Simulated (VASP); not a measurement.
Computed with PBE GGA, VASP's PBE PAW potentials (set 64) (plane waves; VASP).

VASP ran on this input.

File KPOINTS:
```
Regular mesh
0
Gamma
  12 12 12
0 0 0
```

### POSCAR
```
MoSi2
1
   -1.6420560000     1.6341610000     3.9842860000
    1.6420560000    -1.6341610000     3.9842860000
    1.6420560000     1.6341610000    -3.9842860000
Si Mo
2 1
Direct
  0.6650000000   0.6650000000   0.0000000000
  0.3350000000   0.3350000000   0.0000000000
 -0.0000000000   0.0089420000   0.0089420000
```

### INCAR
```
# general
SYSTEM =MoSi2
PREC   =Accurate
ENCUT  =200   # plane-wave cut-off (eV)
LREAL  =.False.   # projection in real space or not
LASPH  =.True.   # aspherical one-centre terms

# electronic loop
EDIFF  =1E-6
NELM   =100   # most electronic steps
ALGO   =Normal
LMAXMIX=4   # l cut-off of mixed one-centre charges

# smearing
ISMEAR =1
SIGMA  =0.1

# functional
GGA    =PE

# ions
ISIF   =2

# output
LWAVE  =.False.
LCHARG =.False.
```

POTCAR, in this order: Si Mo_sv (PBE.64 set). Program: vasp_std.

What VASP printed:

OSZICAR:
```
       N       E                     dE             d eps       ncg     rms          rms(c)
DAV:   1     0.290026418736E+02    0.29003E+02   -0.70287E+03 10696   0.668E+02
DAV:   2    -0.234511880319E+02   -0.52454E+02   -0.51801E+02 11116   0.180E+02
DAV:   3    -0.239834880658E+02   -0.53230E+00   -0.52972E+00 10304   0.165E+01
DAV:   4    -0.239858588563E+02   -0.23708E-02   -0.23649E-02 10675   0.104E+00
DAV:   5    -0.239858718479E+02   -0.12992E-04   -0.12991E-04 10360   0.664E-02    0.219E+01
DAV:   6    -0.230967413299E+02    0.88913E+00   -0.96873E+00  9723   0.199E+01    0.499E+00
DAV:   7    -0.229208495233E+02    0.17589E+00   -0.16186E+00  9450   0.699E+00    0.462E+00
DAV:   8    -0.228788510266E+02    0.41998E-01   -0.17207E-01 10066   0.325E+00    0.522E-01
DAV:   9    -0.228780863347E+02    0.76469E-03   -0.28386E-03 10101   0.363E-01    0.280E-01
DAV:  10    -0.228780342030E+02    0.52132E-04   -0.89296E-04 10192   0.264E-01    0.636E-02
DAV:  11    -0.228780130967E+02    0.21106E-04   -0.47103E-04  9744   0.156E-01    0.568E-02
DAV:  12    -0.228780010550E+02    0.12042E-04   -0.62433E-05  9496   0.532E-02    0.130E-02
DAV:  13    -0.228780003085E+02    0.74643E-06   -0.21656E-06  7846   0.845E-03
   1 F= -.22878000E+02 E0= -.22877833E+02  d E =-.502154E-03
```

OUTCAR:
```
------------------------ aborting loop because EDIFF is reached ----------------------------------------
  FORCE on cell =-STRESS in cart. coord.  units (eV):
  Direction    XX          YY          ZZ          XY          YZ          ZX
  --------------------------------------------------------------------------------------
  Total      -10.0584419     -9.7167929     -9.7428100      0.0000000      0.0000000      0.0000000
  in kB     -376.8321869   -364.0325584   -365.0072685      0.0000000      0.0000000      0.0000000
  external PRESSURE =    -368.6240046 kB  Pullay stress =       0.0000000 kB
  volume of cell :       42.77
      direct lattice vectors                 reciprocal lattice vectors
    -1.642056000  1.634161000  3.984286000     0.000000000  0.305967405  0.125492999
     1.642056000 -1.634161000  3.984286000     0.304496314  0.000000000  0.125492999
     1.642056000  1.634161000 -3.984286000     0.304496314  0.305967405  0.000000000
 POSITION                                       TOTAL-FORCE (eV/Angst)
 -----------------------------------------------------------------------------------
      0.00000      0.00000      5.29910         0.102148      0.000000     -0.081814
      0.00000      0.00000      2.66947         0.102148      0.000000      0.081814
      0.02937      0.00000      0.00000        -0.204297     -0.000000      0.000000
 -----------------------------------------------------------------------------------
    total drift:                               -0.000055      0.000000      0.000000
  FREE ENERGIE OF THE ION-ELECTRON SYSTEM (eV)
  ---------------------------------------------------
  free  energy   TOTEN  =       -22.8780003085 eV

  energy  without entropy=      -22.8774981547  energy(sigma->0) =      -22.87783292
```
(Selected blocks of OUTCAR.)

At this cut-off the stress carries a Pulay error, which pulls relaxed volumes low.

The compound is MoSi2 in the MoSi2 type structure. The cell was not relaxed at this level. The run is one of a series of settings (ENCUT = 200 against the base run), some of them coarse on purpose.
